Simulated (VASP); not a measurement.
```
TiN
1.0
    0.00000     2.10317     2.10317
    2.10317     0.00000     2.10317
    2.10317     2.10317     0.00000
Ti N
1 1
Cartesian
  0.00000   0.00000   0.00000
  2.10317   2.10317   2.10317
```

These are PBEsol GGA, VASP's PBE PAW potentials (set 64) (plane waves; VASP 6.6.1) values and carry that method's errors. Numerical set-up: 600 eV cut-off, 14×14×14 Γ-centred mesh, first-order Methfessel-Paxton smearing of 0.10 eV, potentials Ti_sv N.

Energy and stress use the plane-wave basis of the starting cell.

Task: The ions, cell shape and volume at an external pressure of 10.0 GPa are relaxed. Give the cell that the relaxation ends in.

Result: 
```
TiN
1.0
    0.00000     2.08135     2.08135
    2.08135     0.00000     2.08135
    2.08135     2.08135     0.00000
Ti N
1 1
Direct
  0.00000   0.00000   0.00000
  0.50000   0.50000   0.50000
```
Space group Fm-3m (225), at a tolerance of 0.03 Å.

Task: How do energy and volume change from the first to the last step?

Result: The energy (σ→0) changes by +8.4 meV/atom and the volume by -3.1 %, in 3 ionic steps.

The compound is TiN in the rock salt structure. This run relaxes it under an external pressure of 10 GPa. Symmetry was kept, so distortions that lower it aren't found. The electron count is odd and the run is not spin-polarised, which forces a metal.
